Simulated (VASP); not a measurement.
An input for Quantum ESPRESSO's pw.x (written as the equivalent of a VASP run, and not itself run):

```
&CONTROL
  calculation = 'scf'
  pseudo_dir = './pseudo'
  outdir = './out'
  tprnfor = .true.
  tstress = .true.
/
&SYSTEM
  ibrav = 0
  nat = 5
  ntyp = 3
  ecutwfc = 96
  occupations = 'smearing'
  smearing = 'fermi-dirac'
  degauss = 0.00735
  input_dft = 'pbesol'
  nspin = 2
  starting_magnetization(1) = 0.4
/
&ELECTRONS
  conv_thr = 7.3e-08
  electron_maxstep = 100
/
ATOMIC_SPECIES
  Mn 54.938 Mn.upf
  Zn 65.380 Zn.upf
  N 14.007 N.upf
CELL_PARAMETERS angstrom
     3.9020000    0.0000000    0.0000000
     0.0000000    3.9020000    0.0000000
     0.0000000    0.0000000    3.9020000
ATOMIC_POSITIONS crystal
  Mn   0.0000000  0.5000000  0.5000000
  Mn   0.5000000  0.0000000  0.5000000
  Mn   0.5000000  0.5000000  0.0000000
  Zn   0.0000000  0.0000000  0.0000000
  N    0.5000000  0.5000000  0.5000000
K_POINTS automatic
  7 7 7 0 0 0
```

**Question.** Write the VASP files for the same calculation (PBEsol).

**Answer.** One answer among several that fit: 
### POSCAR
```
Mn3ZnN
1
    3.9020000000     0.0000000000     0.0000000000
    0.0000000000     3.9020000000     0.0000000000
    0.0000000000     0.0000000000     3.9020000000
Mn Zn N
3 1 1
Direct
  0.0000000000   0.5000000000   0.5000000000
  0.5000000000   0.0000000000   0.5000000000
  0.5000000000   0.5000000000   0.0000000000
  0.0000000000   0.0000000000   0.0000000000
  0.5000000000   0.5000000000   0.5000000000
```

### INCAR
```
GGA = PS   # PBEsol
PREC = Accurate
LORBIT = 11
ALGO = Normal   # blocked Davidson
SYSTEM = Mn3ZnN
ISMEAR = -1
EDIFF = 1E-6   # SCF stop (eV)
SIGMA = 0.1   # width (eV)
NELM = 100   # most electronic steps
LMAXMIX = 4   # l cut-off of mixed one-centre charges
LCHARG = F
LASPH = T   # aspherical one-centre terms
ENCUT = 400   # plane-wave cut-off (eV)
LREAL = F
ISPIN = 2   # spin-polarised
LWAVE = F
MAGMOM = 3*4.0 2*0.0
ISIF = 2   # forces and stress, cell fixed
```

### KPOINTS
```
Automatic mesh
0
Gamma
7 7 7
0 0 0
```

POTCAR, in this order: Mn_pv Zn N (PBE.64 set). Program: vasp_std.

What does not carry over: the potentials are each code's own (VASP's PAW set, PseudoDojo norm-conserving files in pw.x), so ENCUT and ecutwfc are chosen apart and not converted; conv_thr bounds pw.x's estimated SCF error, while EDIFF bounds the energy change between steps; starting_magnetization is a fraction of the valence charge and MAGMOM a moment in μB, so they match only roughly.

The structure comes from a measured Mn3ZnN entry (Pm-3m) of the Crystallography Open Database, whose conditions weren't checked. The cell was not relaxed at this level.
